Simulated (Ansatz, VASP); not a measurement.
# Y2Os in VASP and in Ansatz

```xyz
3
Lattice="0.0000 3.3870 3.3870 3.3870 0.0000 3.3870 3.3870 3.3870 0.0000" Properties=species:S:1:pos:R:3 pbc="T T T"
Y     1.6935    1.6935    1.6935
Y     5.0805    5.0805    5.0805
Os    0.0000    0.0000    0.0000
```

Change from the starting cell: species swapped into the CeO2 type (Fm-3m, No. 225).

Alike in both runs: functional PBE; k mesh 6 × 6 × 6; occupations gaussian, width 0.1 eV; no spin polarisation.

Ansatz relaxed the structure, and its values are those at the end. VASP's run is a single point on that final structure, the one shown.

|  | VASP | Ansatz |
| --- | --- | --- |
| version | VASP 6.6.1 | Ansatz 0.2.0 |
| potentials or method | VASP PAW PBE potentials, release 64 (Y_sv, Os) | scalar-relativistic, plane waves, PAW |
| plane-wave cutoff (eV) | 520 | 420 |
| valence electrons in the cell | 30 | 38 |

Ansatz gave:

```
gap on the k mesh at the Fermi level (eV) : none
pressure (GPa)                            : 0.2
```

Q: Estimate VASP's values.

A: gap on the k mesh at the Fermi level (eV): none; pressure (GPa): 0.0.

A gap of «none» marks a metal or a gap that the smearing closes. With one functional, cell and mesh, what is left measures potentials, basis and numerics. The two sets of potentials don't hold the same shells in valence.

The runs have no spin-orbit coupling, so splittings on Os are missing.
